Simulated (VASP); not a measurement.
Output of a VASP run:

### OSZICAR
```
       N       E                     dE             d eps       ncg     rms          rms(c)
DAV:   1     0.583696198042E+02    0.58370E+02   -0.73071E+03   720   0.119E+03
DAV:   2    -0.114119374606E+02   -0.69782E+02   -0.64114E+02   776   0.200E+02
DAV:   3    -0.132851505009E+02   -0.18732E+01   -0.18563E+01   896   0.320E+01
DAV:   4    -0.133005902920E+02   -0.15440E-01   -0.15434E-01   780   0.344E+00
DAV:   5    -0.133008289446E+02   -0.23865E-03   -0.23863E-03   896   0.459E-01    0.919E+00
DAV:   6    -0.121045469359E+02    0.11963E+01   -0.64748E+00   796   0.287E+01    0.403E+00
DAV:   7    -0.120339792918E+02    0.70568E-01   -0.28691E-01   740   0.634E+00    0.186E+00
DAV:   8    -0.120055810696E+02    0.28398E-01   -0.24292E-02   808   0.125E+00    0.408E-01
DAV:   9    -0.120045245889E+02    0.10565E-02   -0.33843E-03   800   0.699E-01    0.187E-01
DAV:  10    -0.120046682746E+02   -0.14369E-03   -0.24277E-04   768   0.130E-01    0.352E-02
DAV:  11    -0.120046623373E+02    0.59373E-05   -0.79939E-06   832   0.259E-02    0.130E-02
DAV:  12    -0.120046639683E+02   -0.16310E-05   -0.40325E-06   756   0.141E-02    0.320E-03
DAV:  13    -0.120046640480E+02   -0.79703E-07   -0.21509E-07   428   0.525E-03
   1 F= -.13244568E+02 E0= -.13244160E+02  d E =-.132446E+02
       N       E                     dE             d eps       ncg     rms          rms(c)
DAV:   1    -0.120116978092E+02   -0.70338E-02   -0.35313E-02   756   0.216E+00    0.333E-01
DAV:   2    -0.120092801558E+02    0.24177E-02   -0.10044E-02   764   0.123E+00    0.105E-01
DAV:   3    -0.120092362454E+02    0.43910E-04   -0.21614E-04   732   0.153E-01    0.574E-02
DAV:   4    -0.120092111788E+02    0.25067E-04   -0.63756E-05   752   0.490E-02    0.826E-03
DAV:   5    -0.120092101206E+02    0.10582E-05   -0.76411E-06   784   0.327E-02    0.754E-03
DAV:   6    -0.120092099252E+02    0.19536E-06   -0.56756E-07   372   0.923E-03
   2 F= -.13244610E+02 E0= -.13244157E+02  d E =-.425152E-04
       N       E                     dE             d eps       ncg     rms          rms(c)
DAV:   1    -0.120078465936E+02    0.13635E-02   -0.57409E-03   756   0.870E-01    0.133E-01
DAV:   2    -0.120074508918E+02    0.39570E-03   -0.16543E-03   764   0.500E-01    0.416E-02
DAV:   3    -0.120074456482E+02    0.52436E-05   -0.36179E-05   720   0.631E-02    0.223E-02
DAV:   4    -0.120074442855E+02    0.13627E-05   -0.10336E-05   748   0.198E-02    0.335E-03
DAV:   5    -0.120074442242E+02    0.61292E-07   -0.11613E-06   396   0.131E-02
   3 F= -.13244668E+02 E0= -.13244233E+02  d E =-.100279E-03
```

OUTCAR:
```
------------------------ aborting loop because EDIFF is reached ----------------------------------------
  Edisp (eV):   -1.23722
  FORCE on cell =-STRESS in cart. coord.  units (eV):
  Direction    XX          YY          ZZ          XY          YZ          ZX
  --------------------------------------------------------------------------------------
  Total      -0.00613    -0.00613    -0.00613    -0.00000     0.00000    -0.00000
  in kB      -0.18272    -0.18272    -0.18272    -0.00000     0.00000    -0.00000
  external pressure =       -0.18 kB  Pullay stress =        0.00 kB
  volume of cell :       53.71
      direct lattice vectors                 reciprocal lattice vectors
     0.000000000  2.994652868  2.994652868    -0.166964260  0.166964260  0.166964260
     2.994652868  0.000000000  2.994652868     0.166964260 -0.166964260  0.166964260
     2.994652868  2.994652868  0.000000000     0.166964260  0.166964260 -0.166964260
 POSITION                                       TOTAL-FORCE (eV/Angst)
 -----------------------------------------------------------------------------------
      1.49733      1.49733      1.49733        -0.000000     -0.000000      0.000000
      4.49198      4.49198      4.49198         0.000000      0.000000     -0.000000
      0.00000      0.00000      0.00000        -0.000000     -0.000000     -0.000000
 -----------------------------------------------------------------------------------
    total drift:                                0.000000     -0.000000      0.000000
  FREE ENERGIE OF THE ION-ELECTRON SYSTEM (eV)
  ---------------------------------------------------
  free  energy   TOTEN  =       -13.2446678651 eV

  energy  without entropy=      -13.2433644711  energy(sigma->0) =      -13.24423340

 reached required accuracy - stopping structural energy minimisation
```
(Selected blocks of OUTCAR.)

File POSCAR:
```
AuAl2
1
    0.0000000000     2.9924357718     2.9924357718
    2.9924357718     0.0000000000     2.9924357718
    2.9924357718     2.9924357718    -0.0000000000
Al Au
2 1
Direct
  0.2500000000   0.2500000000   0.2500000000
  0.7500000000   0.7500000000   0.7500000000
  1.0000000000   1.0000000000   0.0000000000
```

Question: Write an INCAR and KPOINTS that could have produced this output.

Answer: Several could match; the one computed here: the input of the run itself, PBE GGA with D4 dispersion, plane waves, VASP's PBE PAW potentials (set 64).

**KPOINTS**
```
Automatic mesh
0
Gamma
8 8 8
0 0 0
```

**INCAR**
```
SIGMA  =  0.1   ! width (eV)
LASPH  =  .TRUE.   ! aspherical one-centre terms
ENCUT  =  520   ! plane-wave cut-off (eV)
ALGO  =  Normal
GGA  =  PE
LCHARG  =  .FALSE.
ISIF  =  3   ! ions, shape and volume
NSW  =  60
LWAVE  =  .FALSE.
NELM  =  100
IVDW  =  13   ! D4
PREC  =  Accurate
IBRION  =  2   ! conjugate gradients
SYSTEM  =  AuAl2
EDIFF  =  1E-6
LMAXMIX  =  6   ! l cut-off of mixed one-centre charges
ISMEAR  =  1   ! Methfessel-Paxton
EDIFFG  =  -0.02
LREAL  =  .FALSE.
```

POTCAR, in this order: Al Au (PBE.64 set). Program: vasp_std.

The compound is AuAl2 in the fluorite structure. This run relaxes it. Symmetry was kept, so distortions that lower it aren't found. The start is the result of an earlier pass. The electron count is odd and the run is not spin-polarised, which forces a metal.
